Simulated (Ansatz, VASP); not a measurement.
# Cross-check of Sb (Antimony) between VASP and Ansatz

Wanted: the spread between two codes on one cell, functional and k mesh. Of the first pair: The cell is taken from a series of runs on this material, whose earlier steps may have relaxed, scaled, displaced or heated it; both programs get it as it stands.

Method: plane waves, with VASP 6.6.1 beside it; relaxation of cell and atoms at LDA and single point at LDA, in Ansatz 0.2.0.

## (1) The starting structure

It takes space group R-3m (No. 166, trigonal). The conventional cell has a = 4.293 Å, b = 4.293 Å, c = 10.953 Å, α = 90.00°, β = 90.00°, γ = 120.00°. Nearest to Sb lie 3 Sb at 2.91 Å.

Coordinates:

```xyz
2
Lattice="2.1465 1.2393 3.6511 -2.1465 1.2393 3.6511 0.0000 -2.4785 3.6511" Properties=species:S:1:pos:R:3 pbc="T T T"
Sb    0.0000    0.0000    2.5871
Sb    0.0000    0.0000    8.3663
```

## (2) VASP: relaxation of cell and atoms, LDA

The relaxed volume is the usual yardstick between codes: in a stiff, nearly cubic crystal its relative difference is about their pressure difference at one cell divided by the bulk modulus.

Lines of VASP's logs that name or quote its potential files are left out, and so is its time.

The input, INCAR:

```
SYSTEM = Sb
PREC = Accurate
ENCUT = 500
EDIFF = 1E-07
NELM = 120
ISMEAR = 1
SIGMA = 0.2
LREAL = .FALSE.
ALGO = Normal
GGA = CA
NBANDS = 11
LORBIT = 11
LWAVE = .FALSE.
LCHARG = .FALSE.
ISIF = 3
IBRION = 2
NSW = 80
EDIFFG = -0.005
LASPH = .TRUE.
GGA_COMPAT = .FALSE.
NELMIN = 4
KPAR = 2
```

The input, POSCAR:

```
Sb
1.0
    2.1464520000      1.2392550000      3.6511100000
   -2.1464520000      1.2392550000      3.6511100000
    0.0000000000     -2.4785090000      3.6511100000
Sb
2
Direct
    0.2361886889      0.2361886889      0.2361887842
    0.7638110853      0.7638110853      0.7638113935
```

The input, KPOINTS:

```
Automatic mesh
0
Gamma
15 15 15
0 0 0
```

Potentials, in the order of the species: Sb (LDA family, release 64).

The run is started by

```console
> mpirun -np 2 vasp_std
```

Numbers of over 12 decimals in the logs are rounded to 6 here.

Log:

```text
[banner, memory and clock lines left out]
running    2 mpi-ranks, on    1 nodes
 distrk:  each k-point on    1 cores,    2 groups
 distr:  one band on    1 cores,    1 groups

 POSCAR found type information on POSCAR Sb
 POSCAR found :  1 types and       2 ions
 LDA part: xc-table for (Slater(with rela. corr.)+CA(PZ))
 , standard interpolation
 POSCAR, INCAR and KPOINTS ok, starting setup
 FFT: planning ... GRIDC
 FFT: planning ... GRID_SOFT
 FFT: planning ... GRID
 WAVECAR not read
 entering main loop
       N       E                     dE             d eps       ncg     rms          rms(c)
DAV:   1     0.364503993975E+02    0.36450E+02   -0.34940E+03  7568   0.694E+02
DAV:   2    -0.764394881914E+01   -0.44094E+02   -0.42812E+02 10322   0.114E+02
DAV:   3    -0.963125358473E+01   -0.19873E+01   -0.19522E+01  9158   0.277E+01
DAV:   4    -0.965058652107E+01   -0.19333E-01   -0.19322E-01  8528   0.318E+00
DAV:   5    -0.965080942663E+01   -0.22291E-03   -0.22290E-03  8765   0.389E-01    0.324E+00
DAV:   6    -0.963494367200E+01    0.15866E-01   -0.35543E-03  8446   0.323E-01    0.193E+00
DAV:   7    -0.962606169323E+01    0.88820E-02   -0.76001E-03  8354   0.466E-01    0.555E-02
DAV:   8    -0.962607004796E+01   -0.83547E-05   -0.22140E-04  8447   0.106E-01    0.183E-02
DAV:   9    -0.962607390238E+01   -0.38544E-05   -0.15569E-05  8753   0.244E-02    0.666E-03
DAV:  10    -0.962607353575E+01    0.36663E-06   -0.18056E-06  8498   0.744E-03    0.960E-04
DAV:  11    -0.962607357189E+01   -0.36135E-07   -0.16070E-07  7333   0.252E-03
   1 F= -.96260736E+01 E0= -.96268357E+01  d E =-.962607E+01
[...]
2 F= -.96262696E+01 E0= -.96270448E+01  d E =-.196041E-03
[...]
3 F= -.96264176E+01 E0= -.96271874E+01  d E =-.344051E-03
[...]
4 F= -.96264794E+01 E0= -.96272467E+01  d E =-.617334E-04
[...]
5 F= -.96265539E+01 E0= -.96273166E+01  d E =-.136238E-03
[...]
6 F= -.96265296E+01 E0= -.96272842E+01  d E =-.112001E-03
 curvature:   3.78 expect dE= 0.947E-04 dE for cont linesearch  0.740E-04
 ZBRENT: bracketing found
 ZBRENT: interpolating
 opt :   4.0474  next Energy=    -9.626571 (dE=-0.153E-03)
 bond charge predicted
       N       E                     dE             d eps       ncg     rms          rms(c)
DAV:   1    -0.962660856087E+01   -0.78913E-04   -0.79551E-03  8204   0.463E-01    0.318E-02
DAV:   2    -0.962659415541E+01    0.14405E-04   -0.25109E-04  8060   0.107E-01    0.228E-02
DAV:   3    -0.962657246854E+01    0.21687E-04   -0.40550E-05  8089   0.314E-02    0.385E-03
DAV:   4    -0.962657192029E+01    0.54826E-06   -0.20465E-06  8783   0.852E-03    0.466E-03
DAV:   5    -0.962657185106E+01    0.69227E-07   -0.86911E-08  5053   0.200E-03
   7 F= -.96265719E+01 E0= -.96273312E+01  d E =-.154228E-03
 curvature:  -0.86 expect dE=-0.811E-06 dE for cont linesearch -0.146E-07
 trial: gam= 0.00111 g(F)=  0.104E-06 g(S)=  0.839E-06 ort = 0.117E-05 (trialstep = 0.155E+01)
 search vector abs. value=  0.946E-06
 reached required accuracy - stopping structural energy minimisation
```

From OUTCAR (step 2):

```text
ion  position               nearest neighbor table
   1  0.236  0.236  0.236-   2 2.91   2 2.91   2 2.91   2 3.27   2 3.27   2 3.27
   2  0.764  0.764  0.764-   1 2.91   1 2.91   1 2.91   1 3.27   1 3.27   1 3.27

  LATTYP: Found a trigonal (rhomboedric) cell.
 ALAT       =     4.4128917249
 COS(alpha) =     0.5268205733

 Subroutine GETGRP returns: Found 12 space group operations
 (whereof 12 operations were pure point group operations)

The static configuration has the point symmetry D_3d.

 Found    344 irreducible k-points:

   k-points           NKPTS =    344   k-points in BZ     NKDIM =    344   number of bands    NBANDS=     11

   dimension x,y,z NGX =    32 NGY =   32 NGZ =   32
   dimension x,y,z NGXF=    64 NGYF=   64 NGZF=   64

   ENCUT  =  500.0 eV  36.75 Ry    6.06 a.u.   8.05  8.05  8.05*2*pi/ulx,y,z

   NELECT =      10.0000    total number of electrons

 k-points in reciprocal lattice and weights: Automatic mesh
   0.00000000  0.00000000  0.00000000       0.000
   0.06666667  0.00000000  0.00000000       0.002
   0.13333333  0.00000000 -0.00000000       0.002
   0.20000000 -0.00000000 -0.00000000       0.002
   0.26666667  0.00000000 -0.00000000       0.002
   0.33333333  0.00000000 -0.00000000       0.002
   0.40000000 -0.00000000  0.00000000       0.002
   0.46666667 -0.00000000  0.00000000       0.002
   0.06666667  0.06666667  0.00000000       0.002
[...]
0.46666667  0.46666667  0.46666667       0.001
  -0.46666667  0.46666667  0.46666667       0.002

 average (electrostatic) potential at core
       1 -86.3693       2 -86.3693

 E-fermi :   7.4944

 k-point     1 :       0.0000    0.0000    0.0000
  band No.  band energies     occupation
      1      -5.3724      2.00000
      2       2.8574      2.00000
      3       5.5497      2.00000
      4       5.6722      2.00000
      5       5.6722      2.00000
      6       9.9331     -0.00000
      7      10.3888     -0.00000
      8      10.3888     -0.00000
      9      12.4320      0.00000
     10      12.4320      0.00000
    ...

 k-point     2 :       0.0667    0.0000    0.0000
  band No.  band energies     occupation
      1      -5.3223      2.00000
      2       2.5915      2.00000
      3       5.5674      2.00000
      4       5.6682      2.00000
      5       5.8106      2.00000
      6       9.8650     -0.00000
      7      10.2333     -0.00000
      8      10.2398     -0.00000
      9      12.2349      0.00000
     10      12.4490      0.00000
    ...

 k-point     3 :       0.1333    0.0000   -0.0000
  band No.  band energies     occupation
      1      -5.1722      2.00000
      2       1.9478      2.00000
      3       5.5847      2.00000
      4       5.6606      2.00000
      5       6.1186      2.00000
      6       9.6174     -0.00000
      7       9.8242     -0.00000
      8       9.8592     -0.00000
      9      12.0224      0.00000
     10      12.5189      0.00000
    ...

  Total        0.0029067      0.0029067     -0.0042314      0.0000000     -0.0000000      0.0000000
  in kB        0.0797851      0.0797851     -0.1161493      0.0000000     -0.0000000      0.0000000
  external PRESSURE =       0.0144736 kB  Pullay stress =       0.0000000 kB

  energy-cutoff  :      500.00
  volume of cell :       58.37
      direct lattice vectors                 reciprocal lattice vectors
     2.150577619  1.241636927  3.643182691     0.232495677  0.134231439  0.091495079
    -2.150577619  1.241636927  3.643182691    -0.232495677  0.134231439  0.091495079
     0.000000000 -2.483272855  3.643182692     0.000000000 -0.268462878  0.091495116

 POSITION                                       TOTAL-FORCE (eV/Angst)
 -----------------------------------------------------------------------------------
      0.00000      0.00000      2.58762        -0.000000     -0.000000     -0.001039
      0.00000     -0.00000      8.34193         0.000000      0.000000      0.001039
 -----------------------------------------------------------------------------------
    total drift:                                0.000000      0.000175      0.000176

  FREE ENERGIE OF THE ION-ELECTRON SYSTEM (eV)
  ---------------------------------------------------
  free  energy   TOTEN  =        -9.6265718511 eV

  energy  without entropy=       -9.6288499875  energy(sigma->0) =       -9.62733123

 reached required accuracy - stopping structural energy minimisation

 total charge
# of ion       s       p       d       tot
------------------------------------------
    1        1.222   1.165   0.041   2.427
    2        1.222   1.165   0.041   2.427
--------------------------------------------------
tot          2.444   2.330   0.081   4.855

[... 3 further parts left out ...]
```

## (3) Ansatz: relaxation of cell and atoms, LDA

Ansatz runs on its default PAW (the set named soft_2) files.

The same cell, functional (in two slightly different forms), mesh and smearing now go to Ansatz, which takes its cutoff from its data sets.

The input, input.yaml:

```yaml
crystal:
  lattice:
    - [2.1464518651, 1.2392545621, 3.6511098294]
    - [-2.1464518651, 1.2392545621, 3.6511098294]
    - [0.0, -2.4785091243, 3.6511098294]
  atoms:
    - { symbol: Sb, position: [0.2361887671, 0.2361887671, 0.2361887671] }
    - { symbol: Sb, position: [0.7638112329, 0.7638112329, 0.7638112329] }
kpoints:
  mp_grid: { grid: [15, 15, 15] }
hamiltonian:
  xc: lda
scf:
  occupations: { method: methfessel_paxton, width: 0.2 }
output:
  forces: true
  stress: true
  eigenvalues: true
relax:
  adjacent_minimum: "off"
  f_tol: 0.001
  max_steps: 60
  cell: { stress_tol: 0.01 }
```

The run is started by

```console
> ansatz run input.yaml --threads 8 --pin off --max-ram 14336MiB --backend cpu --events-out ev --progress --plain --runs-dir out
```

Log:

```text
Engine: ansatz 0.2.0, x86_64-unknown-linux-gnu
Pseudopotentials: kind: paw
Pseudopotential: Sb, paw, valence charge 15, recommended cutoff 420 eV (normal), Sb.paw.azcp
Functional definition: SPW92
  exchange = slater_x
  correlation = pw_c
Crystal: 2 atoms, lattice volume = 58.272 Å³
Basis set: ecut = 420 eV, 1153 PW (Γ)
Bands: 19, of which v1, the nominal top of the filled ones, is band 15 counted from 1 (14 counted from 0)
Symmetry: 12 space group operations
Space group: R-3m (ITA 166), of the structure as read, at distance tolerance 3.9e-5 Å
k-points: 344 of 3375
Non-local potential: Sb, projectors of the file, l = 0: 2, l = 1: 2, l = 2: 2, l = 3: 2
PAW form: soft (Blöchl's): semilocal exchange-correlation on the pseudo side does not see the compensation charge
PAW frozen core: Sb, regenerated for the run's functional, and the local potential with it (the file was generated under x = pbe(κ = 0.804, μ = 0.219515), c = pbe(β = 0.066725))
PAW one-centre angular grid: Sb, 590 points (default); XC on 64 Gauss nodes
Initial density: superposition of atomic densities (neutral atoms: chi_scale 0, normalization atom), corrected by the library's trained network
Initial wavefunctions: pseudopotential atomic-orbital guess
Functional: x = slater, c = lda
SCF iter   1: F=—  HF=-12671.645018 eV  |F-HF|=—  |Δ(HF+E_count)|=         —  Δρ=6.52e-3  dr2=1.07e-2  ethr=1.77e-3  ⟨swp⟩=5.6  Hψ=32041  notcnv=0
preconditioner: auto → Kerker (q_TF=auto, 2.443 Å⁻¹)  [metal: Δε(μ)=0.042 eV  Ē_g=8.818 eV  σ=0.200 eV  W_gap=0.17  n_scr=14 (ndim 8)  ℏωp=15.4 eV  f_vac=0.000  D(μ)=0.19/eV (n_scr^D=0)]
SCF iter   2: F=—  HF=-12671.640005 eV  |F-HF|=—  |Δ(HF+E_count)|=   5.01e-3  S|Δr|=    0.00e0  Δρ=3.69e-3  dr2=3.49e-3  ethr=3.57e-5  ⟨swp⟩=1.8  Hψ=10381  notcnv=0
SCF iter   3: F=—  HF=-12671.638716 eV  |F-HF|=—  |Δ(HF+E_count)|=   1.29e-3  S|Δr|=    0.00e0  Δρ=5.48e-4  dr2=2.16e-4  ethr=1.16e-5  ⟨swp⟩=2.0  Hψ=9976  notcnv=0
SCF iter   4: F=—  HF=-12671.638636 eV  |F-HF|=—  |Δ(HF+E_count)|=   7.98e-5  S|Δr|=    0.00e0  Δρ=2.76e-4  dr2=3.03e-5  ethr=7.19e-7  ⟨swp⟩=2.0  Hψ=11703  notcnv=0
SCF iter   5: F=—  HF=-12671.638617 eV  |F-HF|=—  |Δ(HF+E_count)|=   1.86e-5  S|Δr|=    0.00e0  Δρ=9.51e-5  dr2=5.56e-6  ethr=1.01e-7  ⟨swp⟩=2.1  Hψ=10282  notcnv=0
SCF iter   6: F=—  HF=-12671.638616 eV  |F-HF|=—  |Δ(HF+E_count)|=   1.56e-6  S|Δr|=    0.00e0  Δρ=1.94e-5  dr2=3.62e-7  ethr=1.85e-8  ⟨swp⟩=2.3  Hψ=7980  notcnv=0
SCF iter   7: F=-12671.638616 eV  HF=-12671.638616 eV  |F-HF|=1.78e-8  |Δ(HF+E_count)|=   3.30e-9  S|Δr|=    0.00e0  Δρ=7.85e-6  dr2=2.95e-8  ethr=3.33e-10  ⟨swp⟩=6.0  Hψ=28847  notcnv=0
SCF 1 converged in 7 iterations: F = -12671.638616 eV  dr2 = 2.95e-8
  greatest PAW one-centre occupation: 0.998 electrons in one spin orbital (limit 2), on the Sb atom at site 1 (counted from 0), in its partial waves of l = 2
relax step   1: F+E_penalty+E_count = -12671.63861589 eV  Δ(F+E_penalty+E_count) = +0.000e0 eV  max|allowed force component| = 8.924e-3 eV/Å  Δτ_max = 0.0000 Å  P = -0.002 GPa  Ω = 58.272 Å³  (7 SCF iters, dr2 threshold 1.00e-7 eV, accepted)
[...]
relax step   2: F+E_penalty+E_count = -12671.63861820 eV  Δ(F+E_penalty+E_count) = -2.306e-6 eV  max|allowed force component| = 7.229e-3 eV/Å  Δτ_max = 0.0017 Å  P = +0.017 GPa  Ω = 58.287 Å³  energy of the carried Pulay correction = -3.539e-6 eV  (5 SCF iters, dr2 threshold 4.98e-9 eV, accepted)
[...]
relax step   3: F+E_penalty+E_count = -12671.63862484 eV  Δ(F+E_penalty+E_count) = -6.646e-6 eV  max|allowed force component| = 2.071e-4 eV/Å  Δτ_max = 0.0007 Å  P = -0.001 GPa  Ω = 58.290 Å³  energy of the carried Pulay correction = -4.248e-6 eV  (4 SCF iters, dr2 threshold 4.06e-9 eV, accepted)
[...]
relax step   4: F+E_penalty+E_count = -12671.63862835 eV  Δ(F+E_penalty+E_count) = -3.508e-6 eV  max|allowed force component| = 2.126e-4 eV/Å  Δτ_max = 0.0000 Å  P = -0.001 GPa  Ω = 58.290 Å³  stress off target by 1.36e-3 GPa  SCF on the basis re-selected at this cell (its energy is not comparable with the rows above)  (7 SCF iters)
basis re-selected at this cell: Δ(F+E_penalty+E_count) = -3.508e-6 eV, ΔP = -0.000 GPa vs the last step (what re-selecting the basis moved, of the pressure what is left beyond the Pulay correction that the steps carried, after the strain that the cell walked since its last selection, with what the two solves' SCF thresholds leave and, on support functions, any second-order correction that the steps lacked; it is no m [...]
SCF converged after 7 iterations
Stability not checked: this state was not tested for a lower state beside it, because cold or Methfessel-Paxton smearing, or corrected tetrahedra, fill the levels in a way that the test cannot read (fill_not_monotonic; see scf.lower_state_search)
Free energy (F): -12671.638628 eV
Harris-Foulkes:  -12671.638628 eV  (|F-HF|=5.46e-12)
Internal energy: -12671.640864 eV  (E = F + TS)
E sigma→0 (E₀):  -12671.639187 eV
Entropy (-TS):   0.002236 eV (1.118 meV/atom)
Fermi energy:    10.230718 eV
--- Per-component energies (eV) ---
  E_band       = -331.545587
  E_kinetic    = 417.624303
  E_local      = -3139.610627  (includes V_loc(G=0)·N_el)
  E_nonlocal   = 732.733402
  E_hartree    = 1421.770552
  E_xc         = -276.443684
  E_vxc        = -195.558350  (∫ρ·V_xc dr)
  E_paw        = -8853.055407  (= ΣΔE_a)
  E_vpaw       = -990.275414  (= ΣTr[D̂ρ^β])
  E_aug_tail   = -0.000004  (compensation charges beyond the density's cutoff)
  E_ewald      = -2975.777046
  E_core_change = 1.117647  (= ΣΔE_core)
  E_smearing   = 0.002236  (= −TS)
  E_closure    = -0.000000  (closes the sum)
  Σ components = -12671.638628   (vs F -12671.638628, Δ=0.00e0)
--- Forces (eV/Å), atoms counted from 1 ---
  atom   1  Sb     0.00000000     0.00000000    -0.00021260
  atom   2  Sb    -0.00000000    -0.00000000     0.00021260
  max |Σ_I F_I| component: 1.85e-17 eV/Å
--- Stress (GPa, compression-positive) ---
       -0.001361       0.000000      -0.000000
        0.000000      -0.001361      -0.000000
       -0.000000      -0.000000       0.000200
  P = ⅓ Tr σ = -0.0008 GPa (-0.008 kbar)
--- Band table (eV; the first three rows and the last of 344) ---
  k-point 0: bands = [... 11 lower, 5.5082, 8.2700, 8.4057, 8.4057, 12.6374, 13.1124, 13.1124, 15.3094]
  k-point 1: bands = [... 11 lower, 5.2503, 8.2885, 8.4007, 8.5334, 12.5761, 12.9619, 12.9621, 15.0830]
  k-point 2: bands = [... 11 lower, 4.6195, 8.3044, 8.3897, 8.8253, 12.3432, 12.5636, 12.5802, 14.8419]
  k-point 343: bands = [... 11 lower, 0.9946, 8.1649, 8.7615, 9.7238, 10.4639, 10.5648, 11.8307, 17.3597]
--- Relaxed structure (3 steps of the walk, 3 accepted, 1 SCFs on fresh bases) ---
  F+E_penalty+E_count = -12671.63862835 eV   max|allowed force component| = 2.126e-4 eV/Å   (the final SCF, on the basis selected at the relaxed cell)
  cell:  # Å, volume = 58.2897 Å³
    - [2.147178, 1.239674, 3.649770]
    - [-2.147178, 1.239674, 3.649770]
    - [0, -2.479347, 3.649770]
  atoms:
    - { symbol: Sb, position: [0.236097, 0.236097, 0.236097] }
    - { symbol: Sb, position: [0.763903, 0.763903, 0.763903] }
```

In the SCF lines HF is the Harris–Foulkes energy and dr2 the Hartree energy of the density residual, in eV; the loop may stop once dr2 is under the threshold and the program's other checks hold. Hψ counts applications of the Hamiltonian.

## (4) Differences

Known differences besides the potentials themselves: the two LDA forms differ slightly; the data sets hold 30 valence electrons in Ansatz (on its default PAW (the set named soft_2) files) and 10 in VASP; the cutoff is 420 eV in Ansatz and 500 eV in VASP; VASP's log shows a relativistic correction to its local exchange, Ansatz's none; Ansatz adds a Pulay correction to the stress that steers its cell, VASP none. Total energies have different zeros and are not compared.

Both answers:

```
                                         quantity  Ansatz   VASP  difference
                                      volume (Å³)   58.29  58.37     -0.14 %
edge a after relaxation, in the typed setting (Å)   4.412  4.409     +0.07 %
```

## (5) Ansatz: relaxation, LDA

The two programs are compared at the cell with which this relaxation starts, whose forces are those of its first step.

The structure compared here is the start of the Ansatz relaxation; VASP solves that cell, so the two are compared at the walk's first step.

input.yaml, the sections that differ from step 3:

```yaml
crystal:
  lattice:
    - [2.1363875647, 1.2334439356, 3.6314294678]
    - [-2.1363875647, 1.2334439356, 3.6314294678]
    - [0.0, -2.4668878712, 3.6314294678]
  atoms:
    - { symbol: Sb, position: [0.2360970995, 0.2360970995, 0.2360970995] }
    - { symbol: Sb, position: [0.7639029005, 0.7639029005, 0.7639029005] }
relax:
  adjacent_minimum: "off"
  f_tol: 0.001
  max_steps: 60
  cell: { stress_tol: 0.01, fix: [volume] }
# kpoints, hamiltonian, scf, output: as in step 3
```

Log:

```text
[...]
Crystal: 2 atoms, lattice volume = 57.415 Å³
Basis set: ecut = 420 eV, 1123 PW (Γ)
Bands: 19, of which v1, the nominal top of the filled ones, is band 15 counted from 1 (14 counted from 0)
Symmetry: 12 space group operations
[...]
k-points: 344 of 3375
[...]
k-point 343: bands = [... 11 lower, 1.1176, 8.3823, 8.9780, 9.9107, 10.6442, 10.8158, 12.0351, 17.6960]
--- Relaxed structure (4 steps of the walk, 4 accepted, 1 SCFs on fresh bases) ---
[...]
cell:  # Å, volume = 57.4154 Å³
    - [2.140328, 1.235719, 3.618069]
    - [-2.140328, 1.235719, 3.618069]
    - [-4.948907940634092e-19, -2.471438, 3.618069]
  atoms:
    - { symbol: Sb, position: [0.236896, 0.236896, 0.236896] }
    - { symbol: Sb, position: [0.763104, 0.763104, 0.763104] }
[key lines of the parts left out:]
SCF converged after 6 iterations
Free energy (F): -12671.636707 eV
Fermi energy:    10.451613 eV
P = ⅓ Tr σ = 0.7174 GPa (7.174 kbar)
```

(Part 1 of 2 ends here.)

[Lines on the potential files, build, host, timing and source positions are cut from VASP's logs without a mark.]

[Logs are printed without paths, hosts, clocks, repeated set-up lines and the standing remarks that a program may print on its own settings, such as how far it seeks lower states.]

[Hosts, paths, dates, database ids (printed as entryN), source tags and the programs' standing remarks are cut or masked in the printed files.]
